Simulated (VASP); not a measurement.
Consider the following.

```
BSi64
1.0
   10.93707     0.00000     0.00000
    0.00000    10.93707     0.00000
    0.00000     0.00000    10.93707
Si B
64 1
Cartesian
  5.46854   0.00000   0.00000
  6.83567   1.36713   1.36713
  8.20281   2.73427   0.00000
  9.56994   4.10140   1.36713
  8.20281   0.00000   2.73427
  9.56994   1.36713   4.10140
  0.00000   0.00000   0.00000
  1.36713   1.36713   1.36713
  2.73427   2.73427   0.00000
  4.12891   4.10631   1.33273
  5.46854   5.46854   0.00000
  6.83567   6.83567   1.36713
  8.20281   8.20281   0.00000
  9.56994   9.56994   1.36713
  2.73427   0.00000   2.73427
  4.13568   1.37775   4.09691
  5.48891   2.78378   2.74804
  6.78717   4.06511   4.11604
  8.20281   5.46854   2.73427
  9.56994   6.83567   4.10140
  5.46854   0.00000   5.46854
  6.83567   1.36713   6.83567
  8.20281   2.73427   5.46854
  9.56994   4.10140   6.83567
  8.20281   0.00000   8.20281
  9.56994   1.36713   9.56994
  0.00000   5.46854   0.00000
  1.36713   6.83567   1.36713
  2.73427   8.20281   0.00000
  4.10140   9.56994   1.36713
  0.00000   2.73427   2.73427
  1.37390   4.10249   4.10208
  2.73018   5.47294   2.74198
  4.05461   6.80530   4.07753
  5.46854   8.20281   2.73427
  6.83567   9.56994   4.10140
  0.00000   0.00000   5.46854
  1.36713   1.36713   6.83567
  2.68620   2.69514   5.44289
  4.13710   4.05212   6.79787
  5.44748   5.47255   5.42969
  6.83567   6.83567   6.83567
  8.20281   8.20281   5.46854
  9.56994   9.56994   6.83567
  2.73427   0.00000   8.20281
  4.10140   1.36713   9.56994
  5.46854   2.73427   8.20281
  6.83567   4.10140   9.56994
  8.20281   5.46854   8.20281
  9.56994   6.83567   9.56994
  0.00000   8.20281   2.73427
  1.36713   9.56994   4.10140
  0.00000   5.46854   5.46854
  1.36713   6.83567   6.83567
  2.73427   8.20281   5.46854
  4.10140   9.56994   6.83567
  0.00000   2.73427   8.20281
  1.36713   4.10140   9.56994
  2.73427   5.46854   8.20281
  4.10140   6.83567   9.56994
  5.46854   8.20281   8.20281
  6.83567   9.56994   9.56994
  0.00000   8.20281   8.20281
  1.36713   9.56994   9.56994
  4.07947   4.08325   4.12822
```

Method: PBE GGA, VASP's PBE PAW potentials (set 64) (plane waves; VASP 6.6.1). Settings: PREC = Normal, LREAL = Auto, ISYM = 0, EDIFF = 1E-5, 400 eV cut-off, 1×1×1 Γ-centred mesh, Gaussian smearing of 0.050 eV, potentials Si B. Starting moments (MAGMOM): 65*0.0154. The cell's moment is fixed (NUPDOWN = 1).

The supercell is sampled at Γ alone, which is coarse: total energies, pressure and levels can be off, energies of defects by several tenths of an eV.

Question: The ions are relaxed. Give the cell that the relaxation ends in.

Answer: 
```
BSi64
1.0
   10.93707     0.00000     0.00000
    0.00000    10.93707     0.00000
    0.00000     0.00000    10.93707
Si B
64 1
Direct
  0.50006   0.00004   0.99990
  0.62338   0.12624   0.12551
  0.74965   0.24961   0.99996
  0.87284   0.37670   0.12298
  0.74991   0.99976   0.25046
  0.87522   0.12548   0.37425
  0.99912   0.00075   0.99899
  0.12292   0.12751   0.12281
  0.24837   0.25145   0.99760
  0.37181   0.37793   0.12064
  0.49863   0.50123   0.99777
  0.62252   0.62718   0.12277
  0.74922   0.75093   0.99889
  0.87387   0.87611   0.12375
  0.24930   0.00212   0.24897
  0.37932   0.12668   0.37909
  0.49352   0.25624   0.25042
  0.62292   0.37061   0.37894
  0.74769   0.50060   0.24906
  0.87300   0.62667   0.37285
  0.50098   0.99725   0.50105
  0.62279   0.12705   0.62271
  0.75242   0.24890   0.50088
  0.87511   0.37554   0.62449
  0.74906   0.00093   0.74862
  0.87394   0.12594   0.87360
  0.99934   0.50063   0.99919
  0.12412   0.62559   0.12421
  0.24898   0.75037   0.99908
  0.37293   0.87673   0.12292
  0.99745   0.25139   0.24814
  0.12015   0.37790   0.37182
  0.25002   0.49963   0.25026
  0.37174   0.62931   0.37189
  0.49830   0.75222   0.24829
  0.62433   0.87428   0.37438
  0.00003   0.00045   0.49962
  0.12569   0.12644   0.62335
  0.25045   0.25644   0.49317
  0.37943   0.37028   0.62314
  0.49343   0.49935   0.49331
  0.62341   0.62408   0.62351
  0.74953   0.74964   0.49975
  0.87377   0.87607   0.62337
  0.25036   0.99984   0.75018
  0.37439   0.12521   0.87564
  0.50111   0.24849   0.75277
  0.62452   0.37509   0.87558
  0.74990   0.49933   0.75027
  0.87405   0.62603   0.87400
  0.99919   0.75080   0.24894
  0.12319   0.87701   0.37289
  0.99740   0.50143   0.49845
  0.12299   0.62692   0.62223
  0.24833   0.75245   0.49833
  0.37425   0.87440   0.62463
  0.99994   0.24997   0.74941
  0.12324   0.37667   0.87276
  0.24938   0.50049   0.74747
  0.37319   0.62636   0.87300
  0.49992   0.74980   0.74963
  0.62396   0.87612   0.87345
  0.99890   0.75074   0.74879
  0.12361   0.87572   0.87382
  0.43648   0.31288   0.43715
``` The cell ends with 1.00 μB, on the first 30 sites 0.01 0.01 0.01 0.01 0.01 0.01 0.01 0.01 0.01 0.01 0.01 0.01 0.01 0.01 0.01 0.01 0.01 0.01 0.01 0.01 0.01 0.00 0.01 0.01 0.01 0.01 0.01 0.01 0.01 0.01 μB.

Question: How much energy does the relaxation gain?

Answer: The energy (σ→0) changes by -14.6 meV/atom, in 35 ionic steps.

The cell is a supercell with a defect, built from Si (diamond): B_i.
